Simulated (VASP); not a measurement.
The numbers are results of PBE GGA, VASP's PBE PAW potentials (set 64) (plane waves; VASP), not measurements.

VASP ran on this input.

### POSCAR
```
ZnO
1
    1.6250000000    -2.8145830000     0.0000000000
    1.6250000000     2.8145830000     0.0000000000
    0.0000000000     0.0000000000     5.2100000000
Zn O
2 2
Direct
  0.6666670000   0.3333330000   0.5000000000
  0.3333330000   0.6666670000   0.0000000000
  0.6666670000   0.3333330000   0.8820000000
  0.3333330000   0.6666670000   0.3820000000
```

**INCAR**
```
ALGO=Normal
EDIFF=1E-6
EDIFFG=-0.01
ENCUT=480
GGA=PE
IBRION=2
ISIF=3
ISMEAR=0
LASPH=T
LCHARG=F
LMAXMIX=4
LREAL=F
LWAVE=F
NELM=100
NSW=60
PREC=Accurate
SIGMA=0.05
SYSTEM=ZnO
```

### KPOINTS
```
Automatic mesh
0
Gamma
8 8 5
0 0 0
```

POTCAR, in this order: Zn O (PBE.64 set). Program: vasp_std.

What will the output report for the number of irreducible k-points (NKPTS), largest plane-wave count, number of space-group operations, FFT grid (NGX, NGY, NGZ)?

number of irreducible k-points (NKPTS): 30
largest plane-wave count: 1158
number of space-group operations: 12
FFT grid (NGX, NGY, NGZ): 24 × 24 × 40

The compound is ZnO in the wurtzite structure. This run relaxes it. Symmetry was kept, so distortions that lower it aren't found.
